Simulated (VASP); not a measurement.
All values below come from PBE GGA, VASP's PBE PAW potentials (set 64) (plane waves; VASP).

VASP input:

INCAR:
```
LASPH  =  .TRUE.
PREC  =  Accurate
NELM  =  100   ! most electronic steps
EDIFFG  =  -0.02
LMAXMIX  =  4
LWAVE  =  .FALSE.
ISMEAR  =  0
SIGMA  =  0.05   ! width (eV)
LCHARG  =  .FALSE.
IBRION  =  2   ! conjugate gradients
ISIF  =  3
ALGO  =  Normal   ! blocked Davidson
SYSTEM  =  CdSe
EDIFF  =  1E-6   ! SCF stop (eV)
ENCUT  =  500
NSW  =  40   ! most ionic steps
LREAL  =  .FALSE.
GGA  =  PE
```

File KPOINTS:
```
Automatic mesh
0
G
  6 6 3
0 0 0
```

POSCAR:
```
CdSe
1
    2.1973759094    -3.8059664664    -0.0000000000
    2.1973759094     3.8059664664     0.0000000000
   -0.0000000000    -0.0000000000     7.1664328704
Cd Se
2 2
Direct
  0.6666670000   0.3333330000   0.5000128515
  0.3333330000   0.6666670000   0.0000128515
  0.6666670000   0.3333330000   0.8759871485
  0.3333330000   0.6666670000   0.3759871485
```

POTCAR, in this order: Cd Se (PBE.64 set). Program: vasp_std.

### Question
Predict the energy per atom (σ→0), band gap (on the k-mesh).

### Answer

```json
{
  "energy per atom (σ→0)": "-2.747 eV/atom",
  "band gap (on the k-mesh)": "0.53 eV"
}
```

### OSZICAR
```
...
DAV:   8    -0.109888524908E+02    0.60080E-03   -0.56781E-02   658   0.261E+00    0.349E-01
DAV:   9    -0.109887124936E+02    0.14000E-03   -0.89997E-03   724   0.117E+00    0.110E-01
DAV:  10    -0.109888756149E+02   -0.16312E-03   -0.96688E-04   664   0.364E-01    0.774E-02
DAV:  11    -0.109890001193E+02   -0.12450E-03   -0.31370E-04   664   0.119E-01    0.234E-02
DAV:  12    -0.109889711495E+02    0.28970E-04   -0.12231E-04   748   0.111E-01    0.720E-03
DAV:  13    -0.109889748151E+02   -0.36656E-05   -0.19529E-05   664   0.243E-02    0.883E-03
DAV:  14    -0.109889743471E+02    0.46799E-06   -0.12317E-06   518   0.647E-03
   1 F= -.10988974E+02 E0= -.10988974E+02  d E =-.109890E+02
```

The compound is CdSe in the wurtzite structure. It was relaxed first, which changed the volume by +7 %.
